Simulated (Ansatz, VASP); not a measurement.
# FeSi2 (Linzhiite): VASP beside Ansatz, part 2 of 2

One calculation is typed for both programs; each brings its own data sets. How far apart do they land? The cell is taken from a series of runs on this material, whose earlier steps may have relaxed, scaled, displaced or heated it; both programs get it as it stands.

VASP 6.6.1 and Ansatz 0.2.0.

So far: Set-up; Ansatz: zone-centre phonons, PBEsol.

## Step 3: VASP: zone-centre phonons, PBEsol

Level of this step: PBEsol, no spin polarisation; plane waves and PAW (Si, Fe) (VASP).

The same cell, functional, mesh and smearing now go to VASP, with its own data sets.

Lines of VASP's logs that name or quote its potential files are left out, and so is its time.

INCAR reads:

```
SYSTEM = FeSi2
PREC = Accurate
ENCUT = 600
EDIFF = 1E-08
NELM = 120
ISMEAR = 1
SIGMA = 0.2
LREAL = .FALSE.
ALGO = Normal
GGA = PS
NBANDS = 14
LASPH = .TRUE.
LORBIT = 11
LWAVE = .FALSE.
LCHARG = .FALSE.
ISIF = 2
IBRION = 8
GGA_COMPAT = .FALSE.
KPAR = 2
```

POSCAR reads:

```
FeSi2
1.0
    2.6641554660      0.0000000000      0.0000000000
    0.0000000000      2.6641554660      0.0000000000
    0.0000000000      0.0000000000      5.2090888332
Si Fe
2 1
Direct
    0.5000000000      0.5000000000      0.2724597430
    0.5000000000      0.5000000000      0.7275402570
    0.0000000000      0.0000000000      0.0000000000
```

KPOINTS reads:

```
Automatic mesh
0
Gamma
16 16 8
0 0 0
```

Potentials, in the order of the species: Si and Fe (PBE family, release 64).

Started as:

```console
mpirun -np 2 vasp_std
```

Numbers of over 12 decimals in the logs are rounded to 6 here.

What it wrote:

```text
[banner, memory and clock lines left out]
running    2 mpi-ranks, on    1 nodes
 distrk:  each k-point on    1 cores,    2 groups
 distr:  one band on    1 cores,    1 groups

 POSCAR found type information on POSCAR SiFe
 POSCAR found :  2 types and       3 ions
|                                                                             |
|               ----> ADVICE to this user running VASP <----                  |
|                                                                             |
|     You enforced a specific xc type in the INCAR file but a different       |
|     [... a line on the potential file left out ...]
|     I HOPE YOU KNOW WHAT YOU ARE DOING!                                     |
|                                                                             |

 LDA part: xc-table for (Slater+PW92), standard interpolation
 POSCAR, INCAR and KPOINTS ok, starting setup
 FFT: planning ... GRIDC
 FFT: planning ... GRID_SOFT
 FFT: planning ... GRID
 WAVECAR not read
 entering main loop
       N       E                     dE             d eps       ncg     rms          rms(c)
DAV:   1     0.664288244698E+02    0.66429E+02   -0.77768E+03  6340   0.130E+03
DAV:   2    -0.195350093929E+02   -0.85964E+02   -0.76494E+02  6456   0.230E+02
DAV:   3    -0.236186279751E+02   -0.40836E+01   -0.39148E+01  8610   0.558E+01
DAV:   4    -0.237149211397E+02   -0.96293E-01   -0.96022E-01  7166   0.786E+00
DAV:   5    -0.237175619125E+02   -0.26408E-02   -0.26404E-02  8578   0.141E+00    0.174E+01
DAV:   6    -0.265923152062E+02   -0.28748E+01   -0.19374E+01  8136   0.104E+02    0.194E+01
DAV:   7    -0.220834689430E+02    0.45088E+01   -0.16149E+01  8428   0.921E+01    0.509E+00
DAV:   8    -0.219669851574E+02    0.11648E+00   -0.66761E-01  8456   0.845E+00    0.186E+00
DAV:   9    -0.219348264675E+02    0.32159E-01   -0.73542E-02  8590   0.544E+00    0.692E-01
DAV:  10    -0.219331836764E+02    0.16428E-02   -0.46439E-03  7682   0.627E-01    0.106E-01
DAV:  11    -0.219331667706E+02    0.16906E-04   -0.27358E-04  8360   0.203E-01    0.593E-02
DAV:  12    -0.219331602828E+02    0.64878E-05   -0.20067E-05  8076   0.450E-02    0.190E-02
DAV:  13    -0.219331596998E+02    0.58301E-06   -0.40671E-06  8580   0.275E-02    0.684E-03
DAV:  14    -0.219331597514E+02   -0.51565E-07   -0.35016E-07  8396   0.610E-03    0.296E-03
DAV:  15    -0.219331597593E+02   -0.79085E-08   -0.82877E-08  8198   0.309E-03
   1 F= -.21933160E+02 E0= -.21933226E+02  d E =0.199913E-03
 Linear response reoptimize wavefunctions to high precision
DAV:   1    -0.219331597564E+02    0.28648E-08   -0.91254E-09  9110   0.136E-03
DAV:   2    -0.219331597564E+02   -0.92086E-11   -0.53209E-10  4214   0.160E-04
 Linear response DOF=           4
 Linear response progress:
  Degree of freedom:   1/  4
       N       E                     dE             d eps       ncg     rms          rms(c)
RMM:   1    -0.119985130311E-01   -0.11999E-01   -0.67009E-04 36367   0.847E-01
RMM:   2    -0.112387059252E-01    0.75981E-03   -0.34487E-04 22089   0.382E-01    0.663E-02
RMM:   3    -0.113039144599E-01   -0.65209E-04   -0.24777E-04 27124   0.122E-01    0.371E-02
RMM:   4    -0.113965783066E-01   -0.92664E-04   -0.30999E-05 25202   0.502E-02    0.549E-03
RMM:   5    -0.113962333741E-01    0.34493E-06   -0.55696E-06 28481   0.159E-02    0.297E-03
RMM:   6    -0.113766356911E-01    0.19598E-04   -0.85892E-07 27008   0.728E-03    0.118E-03
RMM:   7    -0.113815901499E-01   -0.49545E-05   -0.16584E-07 23483   0.363E-03    0.834E-04
RMM:   8    -0.113825975836E-01   -0.10074E-05    0.27782E-08 23600   0.179E-03    0.232E-04
RMM:   9    -0.113824776191E-01    0.11996E-06   -0.10052E-08 28473   0.556E-04    0.514E-05
RMM:  10    -0.113822719136E-01    0.20571E-06   -0.31135E-09 28226   0.160E-04    0.175E-05
RMM:  11    -0.113823610875E-01   -0.89174E-07   -0.18256E-11 28595   0.499E-05    0.730E-06
RMM:  12    -0.113823326595E-01    0.28428E-07   -0.39558E-10 27553   0.256E-05    0.285E-06
RMM:  13    -0.113823273315E-01    0.53280E-08    0.90619E-11 29912   0.153E-05    0.527E-07
 first order change of Fermi-energy   0.29378E-04
 force on displaced ion       1 direction 1 :  -4.727   0.000   0.001
 Linear response progress:
  Degree of freedom:   2/  4
       N       E                     dE             d eps       ncg     rms          rms(c)
RMM:   1    -0.338843221150E-01   -0.33884E-01    0.96316E-02 14428   0.165E+00
RMM:   2    -0.315397851089E-01    0.23445E-02   -0.16254E-03  8660   0.641E-01    0.173E-01
RMM:   3    -0.318982293956E-01   -0.35844E-03   -0.13562E-03  7949   0.452E-01    0.217E-01
RMM:   4    -0.315665079551E-01    0.33172E-03   -0.61235E-04  7416   0.354E-01    0.706E-02
RMM:   5    -0.316670101804E-01   -0.10050E-03   -0.15045E-04 10129   0.873E-02    0.239E-02
RMM:   6    -0.316873766460E-01   -0.20366E-04   -0.11704E-05  9994   0.254E-02    0.879E-03
RMM:   7    -0.316967252350E-01   -0.93486E-05   -0.17339E-06  8945   0.149E-02    0.156E-03
RMM:   8    -0.316952034151E-01    0.15218E-05   -0.54292E-07 10330   0.598E-03    0.639E-04
RMM:   9    -0.316946392791E-01    0.56414E-06   -0.69694E-08 10501   0.166E-03    0.394E-04
RMM:  10    -0.316945397461E-01    0.99533E-07   -0.23364E-09 10615   0.444E-04    0.797E-05
RMM:  11    -0.316945234212E-01    0.16325E-07   -0.10713E-09  9636   0.196E-04    0.226E-05
RMM:  12    -0.316945147772E-01    0.86441E-08   -0.78333E-10 10879   0.780E-05    0.573E-06
 first order change of Fermi-energy  -0.62321E-01
 force on displaced ion       1 direction 3 :   0.000  -0.000 -17.514
 Linear response progress:
  Degree of freedom:   3/  4
       N       E                     dE             d eps       ncg     rms          rms(c)
RMM:   1    -0.164224836605E+00   -0.16422E+00   -0.84623E-02 18791   0.253E+00
RMM:   2    -0.164051517214E+00    0.17332E-03   -0.18908E-03 15283   0.527E-01    0.216E-01
RMM:   3    -0.163833233610E+00    0.21828E-03   -0.34607E-04 17838   0.131E-01    0.129E-01
RMM:   4    -0.164257662728E+00   -0.42443E-03   -0.37104E-04 18068   0.138E-01    0.100E-02
RMM:   5    -0.164197160669E+00    0.60502E-04   -0.82635E-06 18361   0.248E-02    0.648E-03
RMM:   6    -0.164186382689E+00    0.10778E-04   -0.11209E-06 15140   0.136E-02    0.592E-03
RMM:   7    -0.164178936429E+00    0.74463E-05   -0.34809E-07 14442   0.917E-03    0.709E-04
RMM:   8    -0.164173709904E+00    0.52265E-05   -0.10656E-07 19033   0.228E-03    0.295E-04
RMM:   9    -0.164173200211E+00    0.50969E-06   -0.10113E-08 18240   0.683E-04    0.131E-04
RMM:  10    -0.164172135305E+00    0.10649E-05   -0.23910E-09 18301   0.287E-04    0.401E-05
RMM:  11    -0.164172227339E+00   -0.92033E-07   -0.19798E-09 19163   0.104E-04    0.986E-06
RMM:  12    -0.164172281080E+00   -0.53741E-07   -0.18802E-09 19637   0.448E-05    0.284E-06
RMM:  13    -0.164172264833E+00    0.16247E-07   -0.18862E-09 19836   0.295E-05    0.429E-07
RMM:  14    -0.164172267816E+00   -0.29830E-08   -0.17661E-09 16897   0.253E-05    0.156E-07
 first order change of Fermi-energy   0.41477E-03
 force on displaced ion       3 direction 1 :  -8.258  -0.000   0.000
 Linear response progress:
  Degree of freedom:   4/  4
       N       E                     dE             d eps       ncg     rms          rms(c)
RMM:   1    -0.188228577750E+00   -0.18823E+00   -0.10044E-01 11494   0.239E+00
RMM:   2    -0.181417829748E+00    0.68107E-02   -0.24741E-03  8014   0.757E-01    0.233E-01
RMM:   3    -0.180512754814E+00    0.90507E-03   -0.18147E-03  9823   0.291E-01    0.124E-01
RMM:   4    -0.180645261963E+00   -0.13251E-03   -0.35433E-04 10112   0.106E-01    0.598E-02
RMM:   5    -0.180940136709E+00   -0.29487E-03   -0.11712E-04  9658   0.874E-02    0.112E-02
RMM:   6    -0.180947673549E+00   -0.75368E-05   -0.63442E-06  8490   0.286E-02    0.669E-03
RMM:   7    -0.180949652240E+00   -0.19787E-05   -0.25411E-06  9552   0.131E-02    0.280E-03
RMM:   8    -0.180933077510E+00    0.16575E-04   -0.45841E-07  9942   0.466E-03    0.565E-04
RMM:   9    -0.180933608835E+00   -0.53132E-06   -0.36092E-08 10267   0.155E-03    0.451E-04
RMM:  10    -0.180932387568E+00    0.12213E-05   -0.69967E-09 10550   0.424E-04    0.135E-04
RMM:  11    -0.180932934475E+00   -0.54691E-06   -0.40658E-09 10029   0.267E-04    0.311E-05
RMM:  12    -0.180932980084E+00   -0.45609E-07   -0.27274E-09 10807   0.107E-04    0.131E-05
RMM:  13    -0.180932946708E+00    0.33376E-07   -0.18337E-09 10809   0.512E-05    0.766E-06
RMM:  14    -0.180932962304E+00   -0.15596E-07   -0.19462E-09 10844   0.320E-05    0.160E-06
RMM:  15    -0.180932962101E+00    0.20341E-09   -0.18023E-09 10785   0.281E-05    0.778E-07
 first order change of Fermi-energy   0.31213E-02
 force on displaced ion       3 direction 3 :   0.000   0.000 -12.594
 Linear response finished
```

Parts of OUTCAR (step 3):

```text
ion  position               nearest neighbor table
   1  0.500  0.500  0.272-   3 2.36   3 2.36   3 2.36   3 2.36   2 2.37   2 2.84
   2  0.500  0.500  0.728-   3 2.36   3 2.36   3 2.36   3 2.36   1 2.37   1 2.84
   3  0.000  0.000  0.000-   1 2.36   2 2.36   1 2.36   2 2.36   1 2.36   2 2.36   1 2.36   2 2.36

  LATTYP: Found a simple tetragonal cell.
 ALAT       =     2.6641554660
 C/A-ratio  =     1.9552495715

 Subroutine GETGRP returns: Found 16 space group operations
 (whereof 16 operations were pure point group operations)

The static configuration has the point symmetry D_4h.

 Found    225 irreducible k-points:

   k-points           NKPTS =    225   k-points in BZ     NKDIM =    225   number of bands    NBANDS=     14

   dimension x,y,z NGX =    24 NGY =   24 NGZ =   42
   dimension x,y,z NGXF=    48 NGYF=   48 NGZF=   84

   ENCUT  =  600.0 eV  44.10 Ry    6.64 a.u.   5.32  5.32 10.40*2*pi/ulx,y,z

   NELECT =      16.0000    total number of electrons

 k-points in reciprocal lattice and weights: Automatic mesh
   0.00000000  0.00000000  0.00000000       0.000
   0.06250000  0.00000000  0.00000000       0.002
   0.12500000  0.00000000  0.00000000       0.002
   0.18750000  0.00000000  0.00000000       0.002
   0.25000000  0.00000000  0.00000000       0.002
   0.31250000  0.00000000  0.00000000       0.002
   0.37500000  0.00000000  0.00000000       0.002
   0.43750000  0.00000000  0.00000000       0.002
   0.50000000  0.00000000  0.00000000       0.001
[...]
0.50000000  0.43750000  0.50000000       0.002
   0.50000000  0.50000000  0.50000000       0.000

 average (electrostatic) potential at core
       1 -79.7422       2 -79.7422       3 -39.2759

  Total        0.0868282      0.0868282     -1.8133703      0.0000000      0.0000000      0.0000000
  in kB        3.7626223      3.7626223    -78.5807524      0.0000000      0.0000000      0.0000000
  external PRESSURE =     -23.6851693 kB  Pullay stress =       0.0000000 kB

  energy-cutoff  :      600.00
  volume of cell :       36.97
      direct lattice vectors                 reciprocal lattice vectors
     2.664155466  0.000000000  0.000000000     0.375353470  0.000000000  0.000000000
     0.000000000  2.664155466  0.000000000     0.000000000  0.375353470  0.000000000
     0.000000000  0.000000000  5.209088833     0.000000000  0.000000000  0.191972153

 POSITION                                       TOTAL-FORCE (eV/Angst)
 -----------------------------------------------------------------------------------
      1.33208      1.33208      1.41927        -0.000000     -0.000000      0.020192
      1.33208      1.33208      3.78982         0.000000      0.000000     -0.020192
      0.00000      0.00000      0.00000         0.000000     -0.000000      0.000000
 -----------------------------------------------------------------------------------
    total drift:                                0.000000      0.000000      0.000000

 Eigenvectors and eigenvalues of the dynamical matrix
 ----------------------------------------------------

   1 f  =   15.814317 THz    99.364286 2PiTHz  527.508845 cm-1    65.402732 meV
             X         Y         Z           dx          dy          dz
      1.332078  1.332078  1.419267     0.000000   -0.000000    0.707107
      1.332078  1.332078  3.789822    -0.000000   -0.000000   -0.707107
      0.000000  0.000000  0.000000    -0.000000    0.000000    0.000000

   2 f  =   10.480628 THz    65.851729 2PiTHz  349.596125 cm-1    43.344376 meV
             X         Y         Z           dx          dy          dz
      1.332078  1.332078  1.419267     0.000000    0.000000   -0.499122
      1.332078  1.332078  3.789822     0.000000    0.000000   -0.499122
      0.000000  0.000000  0.000000     0.000000    0.000000    0.708346

   3 f  =    8.490838 THz    53.349511 2PiTHz  283.223885 cm-1    35.115271 meV
             X         Y         Z           dx          dy          dz
      1.332078  1.332078  1.419267     0.277151    0.415408    0.000000
      1.332078  1.332078  3.789822     0.277151    0.415408    0.000000
      0.000000  0.000000  0.000000    -0.392930   -0.588943    0.000000

   4 f  =    8.490838 THz    53.349511 2PiTHz  283.223885 cm-1    35.115271 meV
             X         Y         Z           dx          dy          dz
      1.332078  1.332078  1.419267    -0.415408    0.277151    0.000000
      1.332078  1.332078  3.789822    -0.415408    0.277151    0.000000
      0.000000  0.000000  0.000000     0.588943   -0.392930    0.000000

   5 f  =    6.805589 THz    42.760777 2PiTHz  227.010013 cm-1    28.145642 meV
             X         Y         Z           dx          dy          dz
      1.332078  1.332078  1.419267     0.119115   -0.697002   -0.000000
      1.332078  1.332078  3.789822    -0.119115    0.697002    0.000000
      0.000000  0.000000  0.000000     0.000000    0.000000    0.000000

   6 f  =    6.805589 THz    42.760777 2PiTHz  227.010013 cm-1    28.145642 meV
             X         Y         Z           dx          dy          dz
      1.332078  1.332078  1.419267    -0.697002   -0.119115    0.000000
      1.332078  1.332078  3.789822     0.697002    0.119115   -0.000000
      0.000000  0.000000  0.000000    -0.000000    0.000000    0.000000

   7 f/i=    0.001649 THz     0.010363 2PiTHz    0.055016 cm-1     0.006821 meV
             X         Y         Z           dx          dy          dz
      1.332078  1.332078  1.419267    -0.115574    0.487100   -0.000000
      1.332078  1.332078  3.789822    -0.115574    0.487100   -0.000000
      0.000000  0.000000  0.000000    -0.163039    0.687147    0.000000

   8 f/i=    0.001649 THz     0.010363 2PiTHz    0.055016 cm-1     0.006821 meV
             X         Y         Z           dx          dy          dz
      1.332078  1.332078  1.419267     0.487100    0.115574    0.000000
      1.332078  1.332078  3.789822     0.487100    0.115574   -0.000000
      0.000000  0.000000  0.000000     0.687147    0.163039    0.000000

   9 f/i=    0.003280 THz     0.020611 2PiTHz    0.109422 cm-1     0.013567 meV
             X         Y         Z           dx          dy          dz
      1.332078  1.332078  1.419267     0.000000    0.000000   -0.500877
      1.332078  1.332078  3.789822     0.000000    0.000000   -0.500877
      0.000000  0.000000  0.000000     0.000000    0.000000   -0.705865

 ELASTIC MODULI CONTR FROM IONIC RELAXATION (kBar)
 Direction    XX          YY          ZZ          XY          YZ          ZX
 --------------------------------------------------------------------------------
 XX        -145.1828   -145.1828     -3.0738      0.0000     -0.0000      0.0000
 YY        -145.1828   -145.1828     -3.0738      0.0000     -0.0000      0.0000
 ZZ          -3.0738     -3.0738     -0.0651      0.0000     -0.0000      0.0000
 XY           0.0000      0.0000      0.0000      0.0000      0.0000      0.0000
 YZ          -0.0000     -0.0000     -0.0000      0.0000   -434.2740      0.0000
 ZX           0.0000      0.0000      0.0000      0.0000      0.0000   -333.9197
 --------------------------------------------------------------------------------
```

This run has no spin polarisation, so a moment on Fe, if there is one, isn't seen.

## Step 4: Differences

Known differences besides the potentials themselves: the data sets hold 24 valence electrons in Ansatz (on its PAW soft_1 files) and 16 in VASP; the cutoff is 420 eV in Ansatz and 600 eV in VASP; Ansatz makes its cores anew for this functional, VASP keeps those of its PBE data sets. Total energies have different zeros and are not compared.

Compared:

```tsv
quantity	Ansatz	VASP	difference
optical mode 1 to 2 (cm⁻¹)	225.2	227.0	-0.80 %
optical mode 3 to 4 (cm⁻¹)	278.6	283.2	-1.65 %
optical mode 5 (cm⁻¹)	345.7	349.6	-1.12 %
optical mode 6 (cm⁻¹)	526.7	527.5	-0.16 %
```

Modes are paired by rising frequency, not by their patterns, so a pair may set unlike modes beside each other; they are those without the splitting of longitudinal modes.

## Step 5: Outcome

```json
{
 "r.m.s. difference of the optical zone-centre modes, each program's sorted by frequency (zone-centre phonons, PBEsol)": "3.3 cm⁻¹",
 "difference in optical mode 3 to 4 (zone-centre phonons, PBEsol)": "-1.7 %"
}
```

**Reading.** The r.m.s. difference of the optical zone-centre modes, each program's sorted by frequency is 3.3 cm⁻¹ (zone-centre phonons, PBEsol). The data sets hold unlike numbers of valence electrons (24 in Ansatz and 16 in VASP), so part of the differences comes from the potentials. Among the rows given in per cent, the largest difference of the zone-centre phonons, PBEsol pair is in optical mode 3 to 4, -1.7 %. Such differences can come from data sets, numerical settings and the points named under the comparisons, not from the functional's error against experiment.

[Lines on the potential files, build, host, timing and source positions are cut from VASP's logs without a mark.]

[Logs are printed without paths, hosts, clocks, repeated set-up lines and the standing remarks that a program may print on its own settings, such as how far it seeks lower states.]

[Hosts, paths, dates, database ids (printed as entryN), source tags and the programs' standing remarks are cut or masked in the printed files.]
